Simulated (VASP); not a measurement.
Level of theory: vdW-DF-cx, VASP's PBE PAW potentials (set 64) (plane waves; VASP).

Input for VASP

POSCAR:
```
TiAl
1.0
  2.8350113072   0.0000000000   0.0000000000
  0.0000000000   2.8350113072   0.0000000000
  0.0000000000   0.0000000000   4.0795381474
Ti Al
1 1
direct
  0.0000000000   0.0000000000   0.0000000000
  0.5000000000   0.5000000000   0.5000000000
```

File KPOINTS:
```
Automatic mesh
0
Gamma
13 13 9
0 0 0
```

INCAR:
```
SYSTEM = TiAl
PREC = Accurate
ENCUT = 520
EDIFF = 1E-7
NELM = 100
ALGO = Normal
LREAL = .FALSE.
LASPH = .TRUE.
ISMEAR = 1
SIGMA = 0.1
GGA = CX
LUSE_VDW = .TRUE.
AGGAC = 0.0
LMAXMIX = 4
LWAVE = .FALSE.
LCHARG = .FALSE.
ISIF = 4
IBRION = 2
NSW = 30
EDIFFG = -0.01
```

POTCAR, in this order: Ti_sv Al (PBE.64 set). Program: vasp_std.

Task: What will the output report for the number of irreducible k-points (NKPTS), largest plane-wave count, number of space-group operations, FFT grid (NGX, NGY, NGZ)?

Result: 
- number of irreducible k-points (NKPTS) = 140
- largest plane-wave count = 898
- number of space-group operations = 16
- FFT grid (NGX, NGY, NGZ) = 24 × 24 × 30

The compound is TiAl in the L1_0 structure. This cell is one point of a volume scan, at 1.03 of the reference volume. Symmetry was kept, so distortions that lower it aren't found. The electron count is odd and the run is not spin-polarised, which forces a metal.
